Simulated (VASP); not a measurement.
Crystal: ZnO.

```
CELL_PARAMETERS angstrom
3.24931 0.00000 0.00000
-1.62465 2.81398 0.00000
0.00000 0.00000 5.20571
ATOMIC_POSITIONS crystal
Zn 0.33333 0.66667 0.50000
Zn 0.66667 0.33333 0.00000
O 0.66667 0.33333 0.37901
O 0.33333 0.66667 0.87901
```

```yaml
Program: VASP 6.6.1
Task: relaxation of cell and atoms
Functional: PBE
Potentials_or_basis: VASP PAW PBE potentials, release 64 (Zn, O)
Cutoff: 520 eV
k_mesh: 12 × 12 × 6
Occupations: gaussian, width 0.02 eV
Spin: no spin polarisation
```

At the start: pressure 5.9 GPa; volume 11.90 Å³/atom.

How do energy, volume and symmetry change on relaxing?

Over 3 steps the energy falls by 9.4 meV/atom and the volume is 12.41 Å³/atom (+4.3 %); space group P6_3mc (No. 186, to 0.05 Å).

The path:
| step | energy change (eV) | largest force (eV/Å) | pressure (GPa) | volume (Å³) |
| --- | --- | --- | --- | --- |
| 1 | 0.0000 | 0.0740 | 5.92 | 47.60 |
| 2 | -0.0285 | 0.0277 | -2.67 | 50.69 |
| 3 | -0.0376 | 0.0017 | -0.01 | 49.64 |

Final structure:
```
CELL_PARAMETERS angstrom
3.29056 0.00000 0.00000
-1.64528 2.84971 0.00000
0.00000 0.00000 5.29367
ATOMIC_POSITIONS crystal
Zn 0.33333 0.66667 0.49954
Zn 0.66667 0.33333 0.99954
O 0.66667 0.33333 0.37947
O 0.33333 0.66667 0.87947
```
